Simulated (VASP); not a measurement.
Crystal: GeB2C2.

```xyz
40
Lattice="5.5083 0.0000 0.0000 -0.0003 9.3500 0.0000 -0.1129 -0.7120 10.9175" Properties=species:S:1:pos:R:3 pbc="T T T"
Ge    2.6841    0.0314    0.9063
Ge    2.6277   -0.3246    6.3651
Ge    2.6840    4.7064    0.9063
Ge    2.6275    4.3504    6.3651
Ge    5.4383    0.0314    0.9063
Ge    5.3818   -0.3246    6.3651
Ge    5.4381    4.7064    0.9063
Ge    5.3817    4.3504    6.3651
B     1.3079    0.6191    2.7530
B     1.2514    0.2631    8.2118
B     1.3077    5.2941    2.7530
B     1.2513    4.9381    8.2118
B     4.0620    0.6191    2.7530
B     4.0056    0.2631    8.2118
B     4.0618    5.2941    2.7530
B     4.0054    4.9381    8.2118
B     2.6845    2.9121    2.5193
B     2.6280    2.5561    7.9781
B     2.6843    7.5871    2.5193
B     2.6279    7.2311    7.9781
B     5.4386    2.9121    2.5193
B     5.3822    2.5561    7.9781
B     5.4384    7.5871    2.5193
B     5.3820    7.2311    7.9781
C     2.6850    1.3644    2.5974
C     2.6285    1.0084    8.0562
C     2.6848    6.0394    2.5974
C     2.6284    5.6833    8.0562
C     5.4391    1.3644    2.5974
C     5.3827    1.0084    8.0562
C     5.4389    6.0394    2.5974
C     5.3825    5.6833    8.0562
C     1.3074    3.7200    2.5352
C     1.2510    3.3640    7.9940
C     1.3073    8.3950    2.5352
C     1.2508    8.0390    7.9940
C     4.0616    3.7200    2.5352
C     4.0051    3.3640    7.9940
C     4.0614    8.3950    2.5352
C     4.0050    8.0390    7.9940
```

The cell was built by a generator and needn't be a form met in nature.

- Program: VASP 6.6.1
- Task: phonon dispersion
- Functional: PBE
- Potentials or basis: VASP PAW PBE potentials, release 64 (Ge_d, B, C)
- Cutoff: 520 eV
- k mesh: 3 × 2 × 2
- Occupations: gaussian, width 0.1 eV
- Spin: no spin polarisation
- Long-range dipole term: no
- Supercell matrix: [2, 0, 0, 0, 2, 0, 0, 0, 2]
- Further INCAR settings: LREAL = Auto; ALGO = Normal; EDIFF = 1e-07; IBRION = 6; POTIM = 0.015; NSW = 1

Task: Is this structure dynamically stable at this level, and how far does the spectrum reach?

Result: No: the interpolated spectrum has imaginary modes, down to 29i cm⁻¹ near q = (0.07, -0.07, 0.00). The highest frequency is 1284 cm⁻¹.

Phonon frequencies at the corners of the path (cm⁻¹, interpolated; i marks imaginary ones):
| point | frequencies |
| --- | --- |
| X | 19i 19 37 143 156 316 347 465 599 731 995 1025 1027 1182 1221 |
| Γ | 2i 1i 1i 142 154 309 350 465 599 729 995 1025 1026 1182 1222 |
| Y | 80 110 196 308 338 588 632 645 671 790 806 996 1064 1074 1146 |
| L | 81 118 196 303 338 587 631 645 671 789 806 996 1067 1074 1147 |
| Z | 77 135 195 335 370 450 471 551 626 950 974 995 1040 1044 1152 |
| N | 78 142 195 334 370 450 471 551 626 950 973 995 1041 1044 1152 |
| M | 53 66 83 227 345 357 378 602 623 693 721 1054 1138 1163 1284 |
| R | 49 67 84 221 347 358 378 602 624 693 722 1055 1139 1163 1273 |

A q mesh this small can miss soft modes between its points.

Caveat: the k mesh is coarse (spacing up to 0.38 Å⁻¹), so the values aren't converged; some modes are imaginary; the long-range dipole term is left out, so LO-TO splitting is missing.
